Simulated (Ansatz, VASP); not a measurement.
# Cross-check of LiCaCl3 between VASP and Ansatz

Aim: how closely do two programs agree when they are given the same cell, functional and k mesh? The cell is generated by rule, not measured, and may not be a known phase. The cell is taken from a series of runs on this material, whose earlier steps may have relaxed, scaled, displaced or heated it; both programs get it as it stands.

Method: plane waves, with VASP 6.6.1 beside it; zone-centre phonons at PBEsol, in Ansatz 0.2.0.

The structure was built from a prototype and need not be the compound's stable phase.

## 1. The starting structure

The structure is cubic, space group Pm-3m (No. 221). The conventional cell has a = 5.267 Å, b = 5.267 Å, c = 5.267 Å, α = 90.00°, β = 90.00°, γ = 90.00°. Nearest to Li lie 12 Cl at 3.72 Å. Ca has 6 Cl at 2.63 Å nearest. Nearest to Cl lie 2 Ca at 2.63 Å. Farther neighbours and most contacts between anions are not listed.

Structure file:

```
Li Ca Cl
1.0
     5.26693    0.00000    0.00000
     0.00000    5.26693    0.00000
     0.00000    0.00000    5.26693
Li Ca Cl
1 1 3
Direct
  0.00000 0.00000 0.00000
  0.50000 0.50000 0.50000
  0.50000 0.50000 0.00000
  0.50000 0.00000 0.50000
  0.00000 0.50000 0.50000
```

## 2. VASP: zone-centre phonons, PBEsol

Second derivatives magnify differences that forces hide, and they need a tight electronic threshold.

Lines of VASP's logs that name or quote its potential files are left out, and so is its time.

The input, INCAR:

```
SYSTEM = LiCaCl3
PREC = Accurate
ENCUT = 750
EDIFF = 1E-08
NELM = 120
ISMEAR = 0
SIGMA = 0.01
LREAL = .FALSE.
ALGO = Normal
GGA = PS
NBANDS = 23
LORBIT = 11
LWAVE = .FALSE.
LCHARG = .FALSE.
ISIF = 2
IBRION = 8
LASPH = .TRUE.
GGA_COMPAT = .FALSE.
EFERMI = MIDGAP
KPAR = 2
```

The input, POSCAR:

```
LiCaCl3
1.0
    5.2669287819      0.0000000000      0.0000000000
    0.0000000000      5.2669287819      0.0000000000
    0.0000000000      0.0000000000      5.2669287819
Li Ca Cl
1 1 3
Direct
    0.0000000000      0.0000000000      0.0000000000
    0.5000000000      0.5000000000      0.5000000000
    0.5000000000      0.5000000000      0.0000000000
    0.5000000000      0.0000000000      0.5000000000
    0.0000000000      0.5000000000      0.5000000000
```

The input, KPOINTS:

```
Automatic mesh
0
Gamma
4 4 4
0 0 0
```

PAW data sets: Li_sv, Ca_sv and Cl (PBE family, release 64).

Launch:

```bash
> mpirun -np 2 vasp_std
```

Numbers of over 12 decimals in the logs are rounded to 6 here.

What it wrote:

```text
[banner, memory and clock lines left out]
running    2 mpi-ranks, on    1 nodes
 distrk:  each k-point on    1 cores,    2 groups
 distr:  one band on    1 cores,    1 groups

 POSCAR found type information on POSCAR LiCaCl
 POSCAR found :  3 types and       5 ions
|                                                                             |
|               ----> ADVICE to this user running VASP <----                  |
|                                                                             |
|     You enforced a specific xc type in the INCAR file but a different       |
|     [... a line on the potential file left out ...]
|     I HOPE YOU KNOW WHAT YOU ARE DOING!                                     |
|                                                                             |

 LDA part: xc-table for (Slater+PW92), standard interpolation
 POSCAR, INCAR and KPOINTS ok, starting setup
 FFT: planning ... GRIDC
 FFT: planning ... GRID_SOFT
 FFT: planning ... GRID
 WAVECAR not read
 entering main loop
       N       E                     dE             d eps       ncg     rms          rms(c)
DAV:   1     0.328950172699E+03    0.32895E+03   -0.17448E+04   460   0.171E+03
DAV:   2     0.866329702776E+01   -0.32029E+03   -0.31104E+03   663   0.353E+02
DAV:   3    -0.179250035658E+02   -0.26588E+02   -0.26493E+02   623   0.943E+01
DAV:   4    -0.202343504549E+02   -0.23093E+01   -0.23059E+01   889   0.204E+01
DAV:   5    -0.202800706271E+02   -0.45720E-01   -0.45719E-01   613   0.307E+00    0.524E+00
DAV:   6    -0.196035373579E+02    0.67653E+00   -0.99723E-01   586   0.427E+00    0.350E+00
DAV:   7    -0.193994290528E+02    0.20411E+00   -0.42451E-01   579   0.316E+00    0.150E+00
DAV:   8    -0.193803309184E+02    0.19098E-01   -0.80421E-02   763   0.172E+00    0.313E-01
DAV:   9    -0.193821755594E+02   -0.18446E-02   -0.65747E-03   614   0.541E-01    0.175E-01
DAV:  10    -0.193830833361E+02   -0.90778E-03   -0.13965E-03   600   0.230E-01    0.326E-02
DAV:  11    -0.193831097595E+02   -0.26423E-04   -0.23841E-04   659   0.117E-01    0.144E-02
DAV:  12    -0.193831177282E+02   -0.79687E-05   -0.28046E-05   702   0.307E-02    0.703E-03
DAV:  13    -0.193831195499E+02   -0.18217E-05   -0.27069E-06   611   0.129E-02    0.290E-03
DAV:  14    -0.193831203223E+02   -0.77246E-06   -0.78142E-07   637   0.534E-03    0.729E-04
DAV:  15    -0.193831203726E+02   -0.50285E-07   -0.24545E-08   540   0.118E-03    0.400E-04
DAV:  16    -0.193831203793E+02   -0.66443E-08   -0.90834E-09   434   0.669E-04
   1 F= -.19383120E+02 E0= -.19383120E+02  d E =0.000000E+00
 Linear response reoptimize wavefunctions to high precision
DAV:   1    -0.193831203783E+02    0.94997E-09   -0.12340E-09   422   0.245E-04
DAV:   2    -0.193831203783E+02    0.50022E-10   -0.20917E-10   391   0.957E-05
 Linear response DOF=           4
 Linear response progress:
  Degree of freedom:   1/  4
       N       E                     dE             d eps       ncg     rms          rms(c)
RMM:   1    -0.145159980585E+00   -0.14516E+00   -0.11170E+00  1242   0.442E+00
RMM:   2    -0.147549905720E+00   -0.23899E-02   -0.16340E-02  1567   0.362E-01    0.183E-01
RMM:   3    -0.147006585094E+00    0.54332E-03   -0.31889E-03  1486   0.160E-01    0.103E-01
RMM:   4    -0.146384962898E+00    0.62162E-03   -0.11395E-04  1471   0.527E-02    0.744E-03
RMM:   5    -0.146461383766E+00   -0.76421E-04   -0.16022E-05  1676   0.205E-02    0.282E-03
RMM:   6    -0.146767642492E+00   -0.30626E-03   -0.10633E-05  1546   0.161E-02    0.805E-04
RMM:   7    -0.146755480400E+00    0.12162E-04   -0.41716E-06  1725   0.714E-03    0.556E-04
RMM:   8    -0.146761123895E+00   -0.56435E-05   -0.38177E-06  1639   0.594E-03    0.241E-04
RMM:   9    -0.146760032249E+00    0.10916E-05   -0.26751E-06  1762   0.457E-03    0.124E-04
RMM:  10    -0.146752498972E+00    0.75333E-05   -0.25359E-06  1803   0.391E-03    0.313E-05
RMM:  11    -0.146752526099E+00   -0.27128E-07   -0.16767E-06  1831   0.336E-03    0.552E-05
RMM:  12    -0.146752663981E+00   -0.13788E-06   -0.17826E-06  1855   0.289E-03    0.585E-05
RMM:  13    -0.146752605977E+00    0.58004E-07   -0.14537E-06  1830   0.252E-03    0.552E-05
RMM:  14    -0.146752721632E+00   -0.11566E-06   -0.12213E-06  1788   0.221E-03    0.484E-05
RMM:  15    -0.146752726671E+00   -0.50389E-08   -0.99335E-07  1733   0.197E-03    0.425E-05
RMM:  16    -0.146752864984E+00   -0.13831E-06   -0.84982E-07  1664   0.177E-03    0.494E-05
 first order change of Fermi-energy  -0.10492E-04
 force on displaced ion       1 direction 1 :   0.725  -0.000  -0.000
 Linear response progress:
  Degree of freedom:   2/  4
       N       E                     dE             d eps       ncg     rms          rms(c)
RMM:   1    -0.467396987843E+00   -0.46740E+00    0.74595E-01  1065   0.811E+00
RMM:   2    -0.422872958704E+00    0.44524E-01   -0.93850E-02  1301   0.149E+00    0.194E-01
RMM:   3    -0.424139982344E+00   -0.12670E-02   -0.24267E-02  1595   0.473E-01    0.149E-01
RMM:   4    -0.424613024711E+00   -0.47304E-03   -0.43961E-03  1683   0.214E-01    0.835E-02
RMM:   5    -0.424555616760E+00    0.57408E-04   -0.79047E-04  1736   0.961E-02    0.185E-02
RMM:   6    -0.424588196234E+00   -0.32579E-04   -0.24832E-04  1698   0.464E-02    0.143E-02
RMM:   7    -0.424561664841E+00    0.26531E-04   -0.89999E-05  1776   0.287E-02    0.259E-03
RMM:   8    -0.424543996036E+00    0.17669E-04   -0.51312E-05  1818   0.159E-02    0.805E-04
RMM:   9    -0.424550467283E+00   -0.64712E-05   -0.30423E-05  1832   0.108E-02    0.172E-03
RMM:  10    -0.424548397192E+00    0.20701E-05   -0.24584E-05  1876   0.796E-03    0.137E-03
RMM:  11    -0.424547052834E+00    0.13444E-05   -0.19423E-05  1901   0.645E-03    0.105E-03
RMM:  12    -0.424549980111E+00   -0.29273E-05   -0.18268E-05  1846   0.544E-03    0.147E-03
RMM:  13    -0.424544481708E+00    0.54984E-05   -0.15791E-05  1661   0.556E-03    0.504E-04
RMM:  14    -0.424543149705E+00    0.13320E-05   -0.13743E-05  1634   0.455E-03    0.269E-04
[...]
RMM:  20    -0.424546000414E+00   -0.21547E-06   -0.65848E-06  1887   0.234E-03    0.429E-04
RMM:  21    -0.424546334163E+00   -0.33375E-06   -0.58750E-06  1829   0.215E-03    0.462E-04
RMM:  22    -0.424546497671E+00   -0.16351E-06   -0.52508E-06  1936   0.197E-03    0.511E-04
RMM:  23    -0.424546691966E+00   -0.19429E-06   -0.46505E-06  1855   0.181E-03    0.552E-04
RMM:  24    -0.424546812416E+00   -0.12045E-06   -0.41483E-06  1886   0.166E-03    0.593E-04
RMM:  25    -0.424546935348E+00   -0.12293E-06   -0.36740E-06  1868   0.153E-03    0.628E-04
RMM:  26    -0.424547035754E+00   -0.10041E-06   -0.31839E-06  1702   0.141E-03    0.662E-04
RMM:  27    -0.424547125513E+00   -0.89759E-07   -0.28413E-06  1633   0.130E-03    0.693E-04
 first order change of Fermi-energy  -0.51249E-05
 force on displaced ion       2 direction 1 :  -5.903   0.000  -0.000
 Linear response progress:
  Degree of freedom:   3/  4
       N       E                     dE             d eps       ncg     rms          rms(c)
RMM:   1    -0.205918696061E+00   -0.20592E+00   -0.21089E-02  2486   0.188E+00
RMM:   2    -0.202636556303E+00    0.32821E-02   -0.10078E-02  2182   0.423E-01    0.477E-02
RMM:   3    -0.203053415315E+00   -0.41686E-03   -0.77208E-04  2264   0.106E-01    0.212E-02
RMM:   4    -0.203414630031E+00   -0.36121E-03   -0.13591E-04  2264   0.397E-02    0.125E-02
RMM:   5    -0.203556654299E+00   -0.14202E-03   -0.34354E-05  2407   0.193E-02    0.827E-03
RMM:   6    -0.203502212683E+00    0.54442E-04   -0.77998E-06  2300   0.104E-02    0.319E-03
RMM:   7    -0.203546510578E+00   -0.44298E-04   -0.60963E-06  2458   0.538E-03    0.698E-04
RMM:   8    -0.203535124190E+00    0.11386E-04    0.57644E-05  2642   0.235E-03    0.633E-04
RMM:   9    -0.203534517290E+00    0.60690E-06   -0.27921E-06  2648   0.123E-03    0.246E-04
RMM:  10    -0.203535102203E+00   -0.58491E-06    0.18250E-05  2746   0.650E-04    0.625E-05
RMM:  11    -0.203535482707E+00   -0.38050E-06    0.19917E-06  2930   0.346E-04    0.281E-05
RMM:  12    -0.203535636163E+00   -0.15346E-06    0.59298E-06  2848   0.208E-04    0.686E-05
RMM:  13    -0.203535698124E+00   -0.61961E-07    0.38855E-07  2964   0.135E-04    0.255E-05
RMM:  14    -0.203535721729E+00   -0.23605E-07    0.18394E-06  2971   0.945E-05    0.162E-05
RMM:  15    -0.203535731502E+00   -0.97733E-08    0.31166E-07  2950   0.717E-05    0.877E-06
RMM:  16    -0.203535736841E+00   -0.53388E-08    0.53890E-07  2878   0.586E-05    0.990E-06
RMM:  17    -0.203535738175E+00   -0.13338E-08    0.92867E-08  2890   0.519E-05    0.725E-06
 first order change of Fermi-energy   0.11888E-03
 force on displaced ion       3 direction 1 :   0.041   0.000   0.000
 Linear response progress:
  Degree of freedom:   4/  4
       N       E                     dE             d eps       ncg     rms          rms(c)
RMM:   1    -0.220013901444E+00   -0.22001E+00   -0.12576E-01  1608   0.201E+00
RMM:   2    -0.206015393610E+00    0.13999E-01   -0.16099E-02  1480   0.496E-01    0.914E-02
RMM:   3    -0.206820272478E+00   -0.80488E-03   -0.18987E-03  1454   0.143E-01    0.464E-02
RMM:   4    -0.207666661744E+00   -0.84639E-03   -0.63972E-04  1475   0.852E-02    0.161E-02
RMM:   5    -0.207515997833E+00    0.15066E-03   -0.15641E-04  1597   0.360E-02    0.113E-02
RMM:   6    -0.207546717796E+00   -0.30720E-04   -0.47417E-05  1706   0.162E-02    0.437E-03
RMM:   7    -0.207625191889E+00   -0.78474E-04   -0.36410E-05  1544   0.948E-03    0.348E-03
RMM:   8    -0.207625703332E+00   -0.51144E-06    0.13366E-05  1778   0.409E-03    0.184E-03
RMM:   9    -0.207626470146E+00   -0.76681E-06   -0.23440E-05  1781   0.184E-03    0.106E-03
RMM:  10    -0.207628255450E+00   -0.17853E-05   -0.13989E-05  1735   0.105E-03    0.336E-04
RMM:  11    -0.207629820162E+00   -0.15647E-05   -0.17864E-06  1819   0.639E-04    0.251E-04
RMM:  12    -0.207629706912E+00    0.11325E-06   -0.32851E-06  1858   0.349E-04    0.934E-05
RMM:  13    -0.207629859130E+00   -0.15222E-06   -0.19105E-06  1891   0.229E-04    0.105E-05
RMM:  14    -0.207629833734E+00    0.25396E-07   -0.13770E-06  1947   0.141E-04    0.842E-06
RMM:  15    -0.207629907098E+00   -0.73364E-07   -0.11247E-06  1879   0.105E-04    0.768E-06
RMM:  16    -0.207629930107E+00   -0.23009E-07   -0.52478E-07  1945   0.746E-05    0.859E-06
RMM:  17    -0.207629939057E+00   -0.89504E-08   -0.41971E-07  1824   0.596E-05    0.566E-06
RMM:  18    -0.207629963675E+00   -0.24617E-07   -0.28529E-07  1867   0.509E-05    0.336E-06
RMM:  19    -0.207629959896E+00    0.37786E-08   -0.97828E-08  1699   0.448E-05    0.233E-06
 first order change of Fermi-energy   0.38845E-03
 force on displaced ion       3 direction 3 :   0.000   0.000  -7.539
 Linear response finished
```

(Part 1 of 3 ends here.)

[Lines on the potential files, build, host, timing and source positions are cut from VASP's logs without a mark.]

[Logs are printed without paths, hosts, clocks, repeated set-up lines and the standing remarks that a program may print on its own settings, such as how far it seeks lower states.]

[Hosts, paths, dates, database ids (printed as entryN), source tags and the programs' standing remarks are cut or masked in the printed files.]
